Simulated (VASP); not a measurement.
Input of a VASP 6.6.1 run:

The input INCAR:

```
SYSTEM = NaLaMg6
ALGO = Normal
EDIFF = 1E-7
ENCUT = 520
GGA = PE
ISIF = 2
ISMEAR = -1
LASPH = .True.
LCHARG = .False.
LREAL = .False.
LWAVE = .False.
NBANDS = 25
NELM = 100
PREC = Accurate
SIGMA = 0.05
```

Contents of KPOINTS:

```
k-points
0
Gamma
  5 5 5
  0 0 0
```

File POSCAR:

```
NaLaMg6
1.0
    5.3191620000      0.0000000000      0.0000000000
    0.0000000000      3.3877445000      5.9220290000
    0.0000000000     -3.3877445000      5.9220290000
La Mg Na
1 6 1
Direct
    0.0051250000      0.8348670000      0.8405740000
    0.5038160000      0.1646860000      0.1608510000
    0.5031080000      0.1712390000      0.6563780000
    0.5026010000      0.6599820000      0.1783510000
    0.0136980000      0.3322850000      0.3389810000
    0.0113700000      0.3374690000      0.8374970000
   -0.0023270000      0.8341080000      0.3247380000
    0.5076840000      0.6633380000      0.6587770000
```

Potentials or basis: VASP PAW PBE potentials, release 64 (La, Mg, Na_pv).

The run is started by

```bash
$ cat potpaw_PBE.64/La/POTCAR potpaw_PBE.64/Mg/POTCAR potpaw_PBE.64/Na_pv/POTCAR > POTCAR
$ mpirun -np 1 vasp_std > vasp.out
```

(1) Predict the pressure.

(2) Predict the largest force.

(3) Estimate the band gap on the k mesh.

Answers

(1) 0.1 GPa.

(2) 0.260 eV/Å.

(3) none (metal or under the smearing width).
